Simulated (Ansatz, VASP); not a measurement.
## One calculation of Na2BrCl, two programs

Contents of INCAR:

```
SYSTEM = Na2BrCl
PREC = Accurate ; ENCUT = 520
EDIFF = 1E-6 ; ISMEAR = 0
SIGMA = 0.05 ; LREAL = .False.
LASPH = .True. ; NELM = 100
ALGO = Fast ; ISIF = 2
LWAVE = .False. ; LCHARG = .False.
GGA = CA ; NBANDS = 22
```

File KPOINTS:

```
Automatic mesh
0
Gamma
  9 9 9
  0 0 0
```

POSCAR

```
Na2BrCl
1.0
    1.9888625555      1.1482703318      6.3683807961
   -1.9888625555      1.1482703318      6.3683807961
    0.0000000000     -2.2965406636      6.3683807961
Na Br Cl
2 1 1
Direct
    0.2545086910      0.2545086910      0.2545086910
    0.7454913090      0.7454913090      0.7454913090
    0.5000000000      0.5000000000      0.5000000000
    0.0000000000      0.0000000000      0.0000000000
```

Input for Ansatz:

```yaml
crystal:
  lattice:
    - [1.9888625555, 1.1482703318, 6.3683807961]
    - [-1.9888625555, 1.1482703318, 6.3683807961]
    - [0.0, -2.2965406636, 6.3683807961]
  atoms:
    - { symbol: Na, position: [0.254508691, 0.254508691, 0.254508691] }
    - { symbol: Na, position: [0.745491309, 0.745491309, 0.745491309] }
    - { symbol: Br, position: [0.5, 0.5, 0.5] }
    - { symbol: Cl, position: [0.0, 0.0, 0.0] }
basis:
  ecutwfc: 420
kpoints:
  mp_grid: { grid: [9, 9, 9] }
hamiltonian:
  xc: lda
scf:
  occupations: { method: gaussian, width: 0.05 }
output:
  forces: true
  stress: true
  eigenvalues: true
```

Change from the starting cell: strain -0.0200 x Voigt [0, 0, 1, 0, 0, 0], atoms carried along.

Alike in both runs: task single point; functional LDA; k mesh 9 × 9 × 9; occupations gaussian, width 0.05 eV; no spin polarisation.

|  | VASP | Ansatz |
| --- | --- | --- |
| version | VASP 6.6.1 | Ansatz 0.2.0 |
| potentials or method | VASP PAW LDA potentials, release 64 (Na_pv, Br, Cl) | scalar-relativistic, plane waves, PAW |
| plane-wave cutoff (eV) | 520 | 420 |
| valence electrons in the cell | 28 | 32 |

```csv
,VASP,Ansatz,Ansatz less VASP
gap on the k mesh at the Fermi level (eV),4.30,4.29,-0.010
least direct gap on the mesh (eV),4.30,4.29,-0.010
pressure (GPa),0.6,0.6,-0.03
largest component of the traceless stress (GPa),0.30,0.30,+0.001
rms of the force components (eV/Å),0.004,0.004,-0.0004
```

Atom by atom the forces differ by 0.000 eV/Å (rms over components). The two sets of potentials don't hold the same shells in valence.

Caveats: an odd mesh through Γ misses points on the zone boundary, where band edges often lie.
